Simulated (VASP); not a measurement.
Data:

```
Ni
1.0
    2.30283     0.00000     0.00000
    0.00000     2.30283     0.00000
    0.00000     0.00000     2.30283
Ni
1
Direct
  0.00000   0.00000   0.00000
```
Starting moments (μB, in the order of the record's atoms Ni): 2.0.

Computed with r2SCAN meta-GGA, VASP's PBE PAW potentials (set 64) (plane waves; VASP 6.6.1). Numerical set-up: 400 eV cut-off, 14×14×14 Γ-centred mesh, first-order Methfessel-Paxton smearing of 0.10 eV, potentials Ni.

Q: Estimate the cell moment, energy per atom (σ→0), band gap (on the k-mesh) with the smallest direct gap where there is one.

A: 
```
Property                                                     Value
------------------------  ----------------------------------------
band gap (on the k-mesh)  none (metal, semimetal or under 0.01 eV)
cell moment                                                0.86 μB
energy per atom (σ→0)                              -11.172 eV/atom
```

Q: Give the moment on each site (PAW-sphere projection).

A: 
```
site  moment (μB)
----  -----------
Ni1          0.87
```

The structure was generated: Ni was put into the simple-cubic type (Pm-3m), which need not be its known phase. The cell was not relaxed at this level.
